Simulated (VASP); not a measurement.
Method: PBE GGA, VASP's PBE PAW potentials (set 64) (plane waves; VASP).

VASP ran on this input.

File KPOINTS:
```
k-points along high-symmetry lines
15
Line-mode
Reciprocal
  0.000000   0.000000   0.000000 ! GAMMA
  0.500000   0.000000   0.500000 ! X

  0.500000   0.000000   0.500000 ! X
  0.625000   0.250000   0.625000 ! U

  0.375000   0.375000   0.750000 ! K
  0.000000   0.000000   0.000000 ! GAMMA

  0.000000   0.000000   0.000000 ! GAMMA
  0.500000   0.500000   0.500000 ! L

  0.500000   0.500000   0.500000 ! L
  0.500000   0.250000   0.750000 ! W

  0.500000   0.250000   0.750000 ! W
  0.500000   0.000000   0.500000 ! X
```

File POSCAR:
```
MgS
1
   -0.0000000000     2.6113842202     2.6113842202
    2.6113842202    -0.0000000000     2.6113842202
    2.6113842202     2.6113842202    -0.0000000000
Mg S
1 1
Direct
  0.0000000000   0.0000000000   0.0000000000
  0.5000000000   0.5000000000   0.5000000000
```

**INCAR**
```
SYSTEM = MgS
PREC = Accurate; ENCUT = 520; LREAL = .FALSE.
LASPH = .TRUE.; ICHARG = 11
EDIFF = 1E-7; NELM = 100; ALGO = Normal
ISMEAR = 0; SIGMA = 0.05
GGA = PE
LWAVE = .FALSE.; LCHARG = .FALSE.; LORBIT = 11
```

POTCAR, in this order: Mg S (PBE.64 set). Program: vasp_std. Read from the step before: CHGCAR.

Output of the run:

### OSZICAR
```
       N       E                     dE             d eps       ncg     rms          rms(c)
DAV:   1     0.226049699767E+02    0.22605E+02   -0.36247E+03  1472   0.800E+02
DAV:   2    -0.653928449444E+01   -0.29144E+02   -0.27642E+02  1976   0.102E+02
DAV:   3    -0.750853511362E+01   -0.96925E+00   -0.96925E+00  1856   0.250E+01
DAV:   4    -0.751229259026E+01   -0.37575E-02   -0.37575E-02  2440   0.170E+00
DAV:   5    -0.751229904025E+01   -0.64500E-05   -0.64500E-05  1904   0.453E-02
DAV:   6    -0.751229908767E+01   -0.47417E-07   -0.47383E-07  2400   0.284E-03
   1 F= -.75122991E+01 E0= -.75122991E+01  d E =-.207348E-11
```

File OUTCAR:
```
 val. band max:        3.6256534961   @ k =   0.0000   0.0000   0.0000

 cond. band min:       6.3768711882   @ k =   0.5000   0.0000   0.5000



 k-point     1 :       0.0000    0.0000    0.0000
  band No.  band energies     occupation
      1      -8.9779      2.00000
      2       3.6257      2.00000
      3       3.6257      2.00000
      4       3.6257      2.00000
      5       7.2480      0.00000
      6      11.5871      0.00000
      7      11.5871      0.00000
      8      11.5871      0.00000

 k-point     2 :       0.0357    0.0000    0.0357
  band No.  band energies     occupation
      1      -8.9615      2.00000
      2       3.5166      2.00000
      3       3.5967      2.00000
      4       3.5967      2.00000
      5       7.3730      0.00000
      6      11.4839      0.00000
      7      11.6445      0.00000
      8      11.6445      0.00000

 k-point     3 :       0.0714    0.0000    0.0714
  band No.  band energies     occupation
      1      -8.9125      2.00000
      2       3.2292      2.00000
      3       3.5132      2.00000
      4       3.5132      2.00000
      5       7.7041      0.00000
      6      11.2110      0.00000
      7      11.8123      0.00000
      8      11.8123      0.00000

 k-point     4 :       0.1071    0.0000    0.1071
  band No.  band energies     occupation
      1      -8.8322      2.00000
      2       2.8381      2.00000
      3       3.3846      2.00000
      4       3.3846      2.00000
      5       8.1518      0.00000
      6      10.8409      0.00000
      7      12.0785      0.00000
      8      12.0785      0.00000

 k-point     5 :       0.1429    0.0000    0.1429
  band No.  band energies     occupation
      1      -8.7228      2.00000
      2       2.4014      2.00000
      3       3.2235      2.00000
      4       3.2235      2.00000
      5       8.6160      0.00000
      6      10.4329      0.00000
      7      11.8266      0.00000
      8      12.4262      0.00000
...
```

The density is held fixed in this step, so its total energy and stress have no physical meaning.

The compound is MgS in the rock salt structure. It was relaxed first.
